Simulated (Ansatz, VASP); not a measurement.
## One calculation of AgRh, two programs

```
CELL_PARAMETERS angstrom
2.72089 0.00000 0.00000
-1.36044 2.35636 0.00000
0.00000 0.00000 4.71044
ATOMIC_POSITIONS crystal
Ag 0.00000 0.00000 0.50000
Rh 0.66667 0.33333 0.00000
```

Change from the starting cell: volume scaled by 0.94.

Alike in both runs: task single point; functional PBEsol; k mesh 11 × 11 × 6; occupations fermi-dirac, width 0.05 eV; no spin polarisation.

|  | VASP | Ansatz |
| --- | --- | --- |
| version | VASP 6.6.1 | Ansatz 0.2.0 |
| potentials or method | VASP PAW PBE potentials, release 64 (Ag, Rh_pv) | Ansatz PAW |
| plane-wave cutoff (eV) | 520 | 420 |
| valence electrons in the cell | 26 | 36 |

|  | VASP | Ansatz | Ansatz less VASP |
| --- | --- | --- | --- |
| gap on the k mesh at the Fermi level (eV) | none | none | - |
| pressure (GPa) | -1.1 | -0.9 | +0.21 |
| largest component of the traceless stress (GPa) | 1.27 | 1.32 | +0.053 |

A gap of «none» marks a metal or a gap that the smearing closes. The two sets of potentials don't hold the same shells in valence.

Caveats: the PAW data sets were made with another functional, which shifts forces and pressure a little (VASP); the PAW data sets come from PBE, with cores solved anew for the run's functional, which leaves a small shift of forces and pressure (Ansatz).
